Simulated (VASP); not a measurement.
Data:

```xyz
2
Lattice="0.0000 2.8741 2.8741 2.8741 0.0000 2.8741 2.8741 2.8741 0.0000" Properties=species:S:1:pos:R:3 pbc="T T T"
Ag     0.0000     2.8741     2.8741
Br     2.8741     2.8741     2.8741
```

Computed with optB86b-vdW, VASP's PBE PAW potentials (set 64) (plane waves; VASP). Run with 520 eV cut-off, Gaussian smearing of 0.050 eV, potentials Ag Br.

Task: What does the run give for the band gap (along the path) with the smallest direct gap where there is one?

Result: 
| Item | Result |
|---|---|
| band gap (along the path) | 0.61 eV |
| smallest direct gap (along the path) | 2.51 eV |

The absolute energy has meaning only against runs of the same code, potentials and settings.

The compound is AgBr in the rock salt structure. It was relaxed first.
